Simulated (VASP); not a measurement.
Method: PBEsol GGA, VASP's PBE PAW potentials (set 64) (plane waves; VASP 6.6.1).

The input files of a VASP run:

POSCAR:
```
Nb3Sn
1
    5.0330604164     0.0000000000    -0.0000000000
    0.0000000000     5.0330604164    -0.0000000000
   -0.0000000000    -0.0000000000     5.0330604164
Nb Sn
6 2
Direct
  0.2500000000   0.0000000000   0.5000000000
  0.5000000000   0.2500000000   0.0000000000
  0.5000000000   0.7500000000   0.0000000000
  0.7500000000   1.0000000000   0.5000000000
  0.0000000000   0.5000000000   0.7500000000
  1.0000000000   0.5000000000   0.2500000000
  0.5000000000   0.5000000000   0.5000000000
  0.0000000000   1.0000000000   0.0000000000
```

INCAR:
```
SYSTEM = Nb3Sn
PREC = Accurate; ENCUT = 500; LREAL = .False.
LASPH = .True.
EDIFF = 1E-6; NELM = 100; ALGO = Normal
LMAXMIX = 4
ISMEAR = 1; SIGMA = 0.1
GGA = PS
IBRION = 2; NSW = 40; ISIF = 3
EDIFFG = -0.02; PSTRESS = 300
LWAVE = .False.; LCHARG = .False.
```

**KPOINTS**
```
Automatic mesh
0
Gamma
6 6 6
0 0 0
```

POTCAR, in this order: Nb_sv Sn_d (PBE.64 set). Program: vasp_std.

Output of the run:

File OSZICAR:
```
       N       E                     dE             d eps       ncg     rms          rms(c)
DAV:   1     0.182754877378E+04    0.18275E+04   -0.50394E+04  2632   0.228E+03
DAV:   2     0.227626676124E+03   -0.15999E+04   -0.15661E+04  2544   0.833E+02
DAV:   3    -0.418444382642E+02   -0.26947E+03   -0.25852E+03  3311   0.285E+02
DAV:   4    -0.742867295903E+02   -0.32442E+02   -0.31636E+02  3904   0.878E+01
DAV:   5    -0.770383671586E+02   -0.27516E+01   -0.27318E+01  4584   0.225E+01    0.230E+01
DAV:   6    -0.747078233237E+02    0.23305E+01   -0.75695E+00  3664   0.152E+01    0.836E+00
DAV:   7    -0.744403633155E+02    0.26746E+00   -0.18526E+00  4008   0.746E+00    0.276E+00
DAV:   8    -0.744503013154E+02   -0.99380E-02   -0.28141E-01  4121   0.288E+00    0.503E-01
DAV:   9    -0.744506896559E+02   -0.38834E-03   -0.41883E-02  3976   0.123E+00    0.412E-01
DAV:  10    -0.744512927811E+02   -0.60313E-03   -0.59527E-03  4266   0.413E-01    0.600E-02
DAV:  11    -0.744512017874E+02    0.90994E-04   -0.44972E-04  3496   0.117E-01    0.308E-02
DAV:  12    -0.744511935396E+02    0.82478E-05   -0.38216E-05  4016   0.380E-02    0.418E-03
DAV:  13    -0.744511926357E+02    0.90394E-06   -0.37119E-06  2456   0.111E-02
   1 F= -.50578187E+02 E0= -.50578201E+02  d E =-.505782E+02
```

### OUTCAR
```
------------------------ aborting loop because EDIFF is reached ----------------------------------------
  FORCE on cell =-STRESS in cart. coord.  units (eV):
  Direction    XX          YY          ZZ          XY          YZ          ZX
  --------------------------------------------------------------------------------------
  Total       23.8411350     23.8411350     23.8411350     -0.0000000     -0.0000000      0.0000000
  in kB      299.5994963    299.5994963    299.5994963     -0.0000000     -0.0000000      0.0000000
  external PRESSURE =      -0.4005037 kB  Pullay stress =     300.0000000 kB
  volume of cell :      127.50
      direct lattice vectors                 reciprocal lattice vectors
     5.033060416  0.000000000  0.000000000     0.198686270  0.000000000  0.000000000
     0.000000000  5.033060416  0.000000000     0.000000000  0.198686270  0.000000000
     0.000000000  0.000000000  5.033060416     0.000000000  0.000000000  0.198686270
 POSITION                                       TOTAL-FORCE (eV/Angst)
 -----------------------------------------------------------------------------------
      1.25827      0.00000      2.51653         0.000000     -0.000000     -0.000000
      2.51653      1.25827      0.00000         0.000000     -0.000000     -0.000000
      2.51653      3.77480      0.00000        -0.000000      0.000000      0.000000
      3.77480      0.00000      2.51653        -0.000000     -0.000000      0.000000
      0.00000      2.51653      3.77480         0.000000      0.000000     -0.000000
      0.00000      2.51653      1.25827         0.000000      0.000000      0.000000
      2.51653      2.51653      2.51653         0.000000     -0.000000     -0.000000
      0.00000      0.00000      0.00000         0.000000     -0.000000     -0.000000
 -----------------------------------------------------------------------------------
    total drift:                                0.000000     -0.000000      0.000000
  FREE ENERGIE OF THE ION-ELECTRON SYSTEM (eV)
  ---------------------------------------------------
  free  energy   TOTEN  =       -74.4511926357 eV

  energy  without entropy=      -74.4512365442  energy(sigma->0) =      -74.45120727
  enthalpy is  TOTEN    =       -50.5781868495 eV   P V=       23.8730057861

 reached required accuracy - stopping structural energy minimisation
```
(Selected blocks of OUTCAR.)

The compound is Nb3Sn in the A15 structure. It was relaxed first under an external pressure of 30 GPa.
